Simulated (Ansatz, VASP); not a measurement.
**In3S2 in VASP and in Ansatz**

```xyz
5
Lattice="4.2413 0.0000 0.0000 0.0000 4.2413 0.0000 0.0000 0.0000 7.5935" Properties=species:S:1:pos:R:3 pbc="T T T"
In    0.0000    0.0000    0.0000
In    0.0000    0.0000    3.7967
In    2.1207    2.1207    3.7967
S     2.1207    2.1207    1.2479
S     2.1207    2.1207    6.3456
```

Alike in both runs: functional PBE; k mesh 4 × 4 × 4; occupations gaussian, width 0.1 eV; no spin polarisation.

Ansatz relaxed the structure, and its values are those at the end. VASP's run is a single point on that final structure, the one shown.

|  | VASP | Ansatz |
| --- | --- | --- |
| version | VASP 6.6.1 | Ansatz 0.2.0 |
| potentials or method | VASP PAW PBE potentials, release 64 (In_d, S) | scalar-relativistic, plane waves, PAW |
| plane-wave cutoff (eV) | 520 | 420 |
| valence electrons in the cell | 51 | 51 |

```tsv
	VASP	Ansatz	Ansatz less VASP
gap on the k mesh at the Fermi level (eV)	none	none	-
pressure (GPa)	-0.3	-0.3	+0.05
rms of the force components (eV/Å)	0.005	0.007	+0.0016
```

A gap of «none» marks a metal or a gap that the smearing closes.

Caveats: the k mesh is coarse (spacing up to 0.37 Å⁻¹), so the values aren't converged.
